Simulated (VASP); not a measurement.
Tl (hcp) relaxed at rising pressure, in one space group throughout; other phases were not tried. The pressures are those reached. All values below come from PBEsol GGA, VASP's PBE PAW potentials (set 64) (plane waves; VASP).

```csv
P (GPa),V (Å³/atom),k-mesh
-0.01,28.664,12×12×7
5.00,25.766,12×12×7
9.98,24.057,13×13×7
19.99,21.883,13×13×7
29.91,20.499,14×14×8
```

A change of mesh leaves a small step in the series.

### Question
Fit an equation of state and predict the volume at 45.08 GPa.

### Answer
Least squares on the third-order Birch-Murnaghan form, P = (3B0/2)(y⁷ − y⁵)[1 + (3/4)(B′ − 4)(y² − 1)] with y = (V0/V)^(1/3), gives V0 = 28.665 Å³/atom, B0 = 35 GPa and B′ = 5.7, and so 19.024 Å³/atom. The run gave 19.022 Å³/atom, -0.0 % from the fit.

Pressures at which the relaxation failed are left out.

The compound is Tl in the hcp structure.
